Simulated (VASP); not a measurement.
An input for Quantum ESPRESSO's pw.x (written as the equivalent of a VASP run, and not itself run):

```
&CONTROL
  calculation = 'vc-relax'
  pseudo_dir = './pseudo'
  outdir = './out'
  tprnfor = .true.
  tstress = .true.
  nstep = 40
  forc_conv_thr = 0.00078
/
&SYSTEM
  ibrav = 0
  nat = 2
  ntyp = 2
  ecutwfc = 90
  occupations = 'smearing'
  smearing = 'methfessel-paxton'
  degauss = 0.00735
  input_dft = 'pbe'
/
&ELECTRONS
  conv_thr = 7.3e-08
  electron_maxstep = 100
/
&IONS
/
&CELL
  press = 450
/
ATOMIC_SPECIES
  Al 26.982 Al.upf
  Fe 55.845 Fe.upf
CELL_PARAMETERS angstrom
     2.7504761    0.0000000    0.0000000
     0.0000000    2.7504761    0.0000000
     0.0000000    0.0000000    2.7504761
ATOMIC_POSITIONS crystal
  Al   0.5000000  0.5000000  0.5000000
  Fe   0.0000000  0.0000000  0.0000000
K_POINTS automatic
  13 13 13 0 0 0
```

Problem. Translate this input to VASP (INCAR, KPOINTS, POSCAR, choice of POTCAR).

Solution. Several could match; the one computed here: 
**INCAR**
```
! general
SYSTEM   =  FeAl
PREC     =  Accurate
ENCUT    =  500   ! plane-wave cut-off (eV)
LREAL    =  .False.
LASPH    =  .True.

! electronic loop
EDIFF    =  1E-6   ! SCF stop (eV)
NELM     =  100   ! most electronic steps
ALGO     =  Normal   ! blocked Davidson
LMAXMIX  =  4   ! l cut-off of mixed one-centre charges

! smearing
ISMEAR   =  1   ! Methfessel-Paxton
SIGMA    =  0.1

! functional
GGA      =  PE

! ions
IBRION   =  2   ! conjugate gradients
NSW      =  40   ! most ionic steps
ISIF     =  3   ! ions, shape and volume
EDIFFG   =  -0.02   ! ionic stop
PSTRESS  =  450   ! kbar

! output
LWAVE    =  .False.
LCHARG   =  .False.
```

**KPOINTS**
```
Automatic mesh
0
Gamma
 13 13 13
0 0 0
```

### POSCAR
```
FeAl
1.0
  2.7504761040   0.0000000000   0.0000000000
  0.0000000000   2.7504761040   0.0000000000
  0.0000000000   0.0000000000   2.7504761040
Al Fe
1 1
Cart
  1.3752380520   1.3752380520   1.3752380520
  0.0000000000   0.0000000000   0.0000000000
```

POTCAR, in this order: Al Fe (PBE.64 set). Program: vasp_std.

What does not carry over: the potentials are each code's own (VASP's PAW set, PseudoDojo norm-conserving files in pw.x), so ENCUT and ecutwfc are chosen apart and not converted; conv_thr bounds pw.x's estimated SCF error, while EDIFF bounds the energy change between steps; forc_conv_thr acts on force components and is met together with etot_conv_thr.

The compound is FeAl in the CsCl type structure. This run relaxes it under an external pressure of 45 GPa. Symmetry was kept, so distortions that lower it aren't found.
